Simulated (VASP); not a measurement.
MgSn2N2:

```
Mg Sn N
1.0
    -2.17450    2.17450    4.97847
     2.17450   -2.17450    4.97847
     2.17450    2.17450   -4.97847
Mg Sn N
1 2 2
Direct
  0.00000 0.00000 0.00000
  0.37500 0.37500 0.00000
  0.62500 0.62500 0.00000
  0.75000 0.25000 0.50000
  0.25000 0.75000 0.50000
```

The cell was built by a generator and needn't be a form met in nature.

- Program: VASP 6.6.1
- Task: relaxation of cell and atoms
- Functional: PBE
- Potentials or basis: VASP PAW PBE potentials, release 64 (Mg, Sn_d, N)
- Cutoff: 520 eV
- k mesh: 5 × 5 × 5
- Occupations: gaussian, width 0.15 eV
- Spin: no spin polarisation

At the start: pressure -7.0 GPa; volume 18.83 Å³/atom.

Question: How do energy, volume and symmetry change on relaxing?

Answer: Over 9 steps the energy falls by 471.0 meV/atom and the volume is 17.19 Å³/atom (-8.7 %); space group I4/mmm (No. 139, to 0.05 Å).

Step by step:
```tsv
step	energy change (eV)	largest force (eV/Å)	pressure (GPa)	volume (Å³)
1	0.0000	6.6984	-7.02	94.16
2	-2.3299	0.0555	2.37	83.19
3	-2.3322	0.2758	1.36	83.57
4	-2.3461	0.2492	-0.14	85.36
5	-2.3460	0.2718	-1.30	86.13
6	-2.3464	0.3427	-0.34	85.67
7	-2.3463	0.2385	-0.88	85.90
8	-2.3464	0.3679	-0.55	85.79
9	-2.3550	0.0056	0.00	85.93
```

Final structure:
```
CELL_PARAMETERS angstrom
-2.06732 2.06732 5.02676
2.06732 -2.06732 5.02676
2.06732 2.06732 -5.02676
ATOMIC_POSITIONS crystal
Mg 0.00000 0.00000 0.00000
Sn 0.34002 0.34002 0.00000
Sn 0.65998 0.65998 0.00000
N 0.75000 0.25000 0.50000
N 0.25000 0.75000 0.50000
```

Caveat: the k mesh is coarse (spacing up to 0.41 Å⁻¹), so the values aren't converged.
